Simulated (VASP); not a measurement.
OSZICAR of a VASP run on GaP (zinc blende):

**OSZICAR**
```
       N       E                     dE             d eps       ncg     rms          rms(c)
DAV:   1     0.710290564516E+02    0.71029E+02   -0.82390E+03   934   0.175E+03
DAV:   2    -0.398092844285E+01   -0.75010E+02   -0.72878E+02   980   0.290E+02
DAV:   3    -0.929079139543E+01   -0.53099E+01   -0.52874E+01  1145   0.692E+01
DAV:   4    -0.938389215545E+01   -0.93101E-01   -0.93068E-01  1122   0.983E+00
DAV:   5    -0.938594375156E+01   -0.20516E-02   -0.20514E-02  1142   0.119E+00    0.411E+00
RMM:   6    -0.914771124177E+01    0.23823E+00   -0.35879E-01  1025   0.550E+00    0.256E+00
RMM:   7    -0.912561225164E+01    0.22099E-01   -0.17913E-01   973   0.217E+00    0.114E+00
RMM:   8    -0.912505037385E+01    0.56188E-03   -0.21347E-02  1067   0.174E+00    0.164E-01
RMM:   9    -0.912555491875E+01   -0.50454E-03   -0.62418E-03  1096   0.826E-01    0.640E-02
RMM:  10    -0.912572837222E+01   -0.17345E-03   -0.95812E-04  1181   0.315E-01    0.382E-02
RMM:  11    -0.912577417619E+01   -0.45804E-04   -0.21381E-04   995   0.138E-01    0.787E-03
RMM:  12    -0.912577919502E+01   -0.50188E-05   -0.53499E-05   783   0.698E-02
   1 F= -.91257792E+01 E0= -.91257792E+01  d E =-.912578E+01
```

Task: Which electronic solver shows in the log?

Result: It is blocked Davidson (ALGO = Normal, or the opening steps of other solvers) and then RMM-DIIS (ALGO = Fast or VeryFast). The INCAR had ALGO = Fast.

Task: Can the final energy be trusted as converged?

Result: Self-consistency was reached. It stopped with EDIFF = 1E-5, NELM = 100, NSW = 20 and EDIFFG = -0.03 after 1 ionic step (PBE GGA, plane waves, VASP's PBE PAW potentials (set 64)).

The compound is GaP in the zinc blende structure. It was relaxed first.
